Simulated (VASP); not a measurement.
Input for VASP

INCAR:
```
SYSTEM = Cu
PREC = Accurate
ENCUT = 400
EDIFF = 1E-6
NELM = 100
ALGO = Normal
LREAL = .FALSE.
LASPH = .TRUE.
ISMEAR = 1
SIGMA = 0.1
GGA = PE
LMAXMIX = 4
LWAVE = .FALSE.
LCHARG = .FALSE.
IBRION = 2
ISIF = 3
NSW = 60
EDIFFG = -0.01
```

**POSCAR**
```
Cu
1.0
  0.0000000000   1.8050000000   1.8050000000
  1.8050000000   0.0000000000   1.8050000000
  1.8050000000   1.8050000000   0.0000000000
Cu
1
direct
  0.0000000000   0.0000000000   0.0000000000
```

KPOINTS:
```
kpoints
0
G
16 16 16
```

POTCAR, in this order: Cu (PBE.64 set). Program: vasp_std.

### Question
Write an equivalent input for Ansatz.

### Answer
One equivalent input (not run):
Ansatz 0.2 input:
```yaml
crystal:
  lattice:
    - [0.0000000, 1.8050000, 1.8050000]
    - [1.8050000, 0.0000000, 1.8050000]
    - [1.8050000, 1.8050000, 0.0000000]
  atoms:
    - { symbol: Cu, position: [0.0000000, 0.0000000, 0.0000000] }
kpoints:
  mp_grid: { grid: [16, 16, 16] }
hamiltonian:
  xc: pbe
  pseudopotentials: { kind: paw }
scf:
  occupations: { method: methfessel_paxton, width: 0.1 }
  max_iter: 100
relax:
  max_steps: 60
  f_tol: 0.01
  cell: {}
output: { forces: true, stress: true, eigenvalues: true }
```
The two are equivalent in intent, not identical: each code has its own PAW files, so the cut-off isn't converted (ENCUT is set for VASP's; basis.ecutwfc is left out, and Ansatz then takes the one that its files recommend); Ansatz stops its SCF on the density residual and VASP on the energy change (EDIFF).

The compound is Cu in the fcc structure. This run relaxes it. Symmetry was kept, so distortions that lower it aren't found.
